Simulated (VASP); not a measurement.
Consider the following.

```
IrO2
1.0
    4.45246     0.00000     0.00000
    0.00000     4.45246     0.00000
    0.00000     0.00000     3.14776
Ir O
2 4
Direct
  0.00000   0.00000   0.00000
  0.50000   0.50000   0.50000
  0.30894   0.30894   0.00000
  0.80894   0.19106   0.50000
  0.19106   0.80894   0.50000
  0.69106   0.69106   0.00000
```

Computed with LDA (Ceperley-Alder, Perdew-Zunger), VASP's LDA PAW potentials (set 64) (plane waves; VASP). Run with 520 eV cut-off, 8×8×11 Γ-centred mesh, tetrahedra with Blöchl corrections, potentials Ir O.

Unless said otherwise, spin-orbit coupling is left out, though it shifts the bands of the heavy elements here.

### Question
What does the run give for the energy per atom (σ→0), band gap (on the k-mesh) with the smallest direct gap where there is one?

### Answer

```json
{
 "band gap (on the k-mesh)": "none (metal, semimetal or under 0.01 eV)",
 "energy per atom (σ→0)": "-8.135 eV/atom"
}
```

Total energies compare only between runs with the same potentials, cut-off and functional.

The compound is IrO2 in the rutile structure. It was relaxed first.
